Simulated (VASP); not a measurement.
Calculation: PBEsol GGA, VASP's PBE PAW potentials (set 64) (plane waves; VASP).

A VASP calculation is set up with these files.

### POSCAR
```
Al2In2As4
1
    5.8752711054     0.0000000000     0.0000000000
    0.0000000000     5.8752711054    -0.0000000000
    0.0000000000    -0.0000000000     5.8756617507
In As Al
2 4 2
Direct
  1.0000000000   1.0000000000   0.0000000000
  0.5000000000   0.5000000000   0.0000000000
  0.2500000000   0.2500000000   0.2709619521
  0.7500000000   0.7500000000   0.2709619521
  0.7500000000   0.2500000000   0.7290380479
  0.2500000000   0.7500000000   0.7290380479
  0.5000000000   1.0000000000   0.5000000000
  0.0000000000   0.5000000000   0.5000000000
```

**INCAR**
```
ALGO  =  Normal
EDIFF  =  1E-7
ENCUT  =  400
GGA  =  PS
ISIF  =  2
ISMEAR  =  -5
LASPH  =  T
LCHARG  =  T
LEFG  =  T
LMAXMIX  =  4
LORBIT  =  11
LREAL  =  F
LWAVE  =  F
NEDOS  =  601
NELM  =  100
PREC  =  Accurate
SYSTEM  =  Al2In2As4
```

**KPOINTS**
```
Automatic mesh
0
Gamma
4 4 4
0 0 0
```

POTCAR, in this order: In_d As Al (PBE.64 set). Program: vasp_std.

Output of the run:

File OSZICAR:
```
       N       E                     dE             d eps       ncg     rms          rms(c)
DAV:   1     0.357627407112E+03    0.35763E+03   -0.18713E+04  1116   0.133E+03
DAV:   2     0.504684000150E+01   -0.35258E+03   -0.34402E+03  1200   0.342E+02
DAV:   3    -0.367605455771E+02   -0.41807E+02   -0.41527E+02  1489   0.132E+02
DAV:   4    -0.381152299066E+02   -0.13547E+01   -0.13524E+01  1320   0.263E+01
DAV:   5    -0.381802426848E+02   -0.65013E-01   -0.65006E-01  1788   0.551E+00    0.791E+00
DAV:   6    -0.371531155872E+02    0.10271E+01   -0.19906E+00  1471   0.174E+01    0.449E+00
DAV:   7    -0.370195625489E+02    0.13355E+00   -0.10650E+00  1712   0.563E+00    0.133E+00
DAV:   8    -0.370084283994E+02    0.11134E-01   -0.98163E-02  1605   0.316E+00    0.777E-01
DAV:   9    -0.370088373007E+02   -0.40890E-03   -0.10380E-02  1537   0.131E+00    0.211E-01
DAV:  10    -0.370086197134E+02    0.21759E-03   -0.28974E-03  1670   0.623E-01    0.969E-02
DAV:  11    -0.370087164172E+02   -0.96704E-04   -0.37436E-04  1422   0.103E-01    0.671E-02
DAV:  12    -0.370087151421E+02    0.12751E-05   -0.39132E-05  1636   0.490E-02    0.164E-02
DAV:  13    -0.370087160583E+02   -0.91626E-06   -0.54916E-06  1298   0.125E-02    0.944E-03
DAV:  14    -0.370087154897E+02    0.56863E-06   -0.23736E-06  1382   0.733E-03    0.220E-03
DAV:  15    -0.370087155402E+02   -0.50536E-07   -0.20406E-07   953   0.465E-03
   1 F= -.37008716E+02 E0= -.37008716E+02  d E =0.000000E+00
```

**OUTCAR**
```
------------------------ aborting loop because EDIFF is reached ----------------------------------------
  FORCE on cell =-STRESS in cart. coord.  units (eV):
  Direction    XX          YY          ZZ          XY          YZ          ZX
  --------------------------------------------------------------------------------------
  Total        0.0558550      0.0558550      0.0517757      0.0000000      0.0000000      0.0000000
  in kB        0.4412253      0.4412253      0.4090009      0.0000000      0.0000000      0.0000000
  external PRESSURE =       0.4304838 kB  Pullay stress =       0.0000000 kB
  volume of cell :      202.82
      direct lattice vectors                 reciprocal lattice vectors
     5.875271105  0.000000000  0.000000000     0.170204912  0.000000000  0.000000000
     0.000000000  5.875271105  0.000000000     0.000000000  0.170204912  0.000000000
     0.000000000  0.000000000  5.875661751     0.000000000  0.000000000  0.170193596
 POSITION                                       TOTAL-FORCE (eV/Angst)
 -----------------------------------------------------------------------------------
      0.00000      0.00000      0.00000         0.000000     -0.000000      0.000000
      2.93764      2.93764      0.00000         0.000000     -0.000000      0.000000
      1.46882      1.46882      1.59208        -0.000000      0.000000     -0.016643
      4.40645      4.40645      1.59208         0.000000      0.000000     -0.016643
      4.40645      1.46882      4.28358         0.000000      0.000000      0.016643
      1.46882      4.40645      4.28358         0.000000     -0.000000      0.016643
      2.93764      0.00000      2.93783         0.000000     -0.000000      0.000000
      0.00000      2.93764      2.93783         0.000000     -0.000000     -0.000000
 -----------------------------------------------------------------------------------
    total drift:                                0.000000     -0.000000     -0.000000
  FREE ENERGIE OF THE ION-ELECTRON SYSTEM (eV)
  ---------------------------------------------------
  free  energy   TOTEN  =       -37.0087155402 eV

  energy  without entropy=      -37.0087155402  energy(sigma->0) =      -37.00871554

 total charge

# of ion       s       p       d       tot
------------------------------------------
    1        0.844   0.747   9.888  11.480
    2        0.844   0.747   9.888  11.480
    3        1.209   1.612   0.023   2.844
    4        1.209   1.612   0.023   2.844
    5        1.209   1.612   0.023   2.844
    6        1.209   1.612   0.023   2.844
    7        0.403   0.353   0.000   0.756
    8        0.403   0.353   0.000   0.756
--------------------------------------------------
tot          7.332   8.649  19.868  35.849

 Electric field gradients after diagonalization (V/A^2)
 (convention: |V_zz| > |V_xx| > |V_yy|)
----------------------------------------------------------------------
 ion       V_xx      V_yy      V_zz     asymmetry (V_yy - V_xx)/ V_zz
----------------------------------------------------------------------
   1      11.959    11.959   -23.919       0.000
   2      11.959    11.959   -23.919       0.000
   3      19.686     5.609   -25.295       0.556
   4      19.686     5.609   -25.295       0.556
   5      19.686     5.609   -25.295       0.556
   6      19.686     5.609   -25.295       0.556
   7      -3.021    -3.021     6.043       0.000
   8      -3.021    -3.021     6.043       0.000
```
(Selected blocks of OUTCAR.)

The structure was generated: Al2In2As4 was put into an ordered model structure (P-4m2), which need not be its known phase. It was relaxed first.
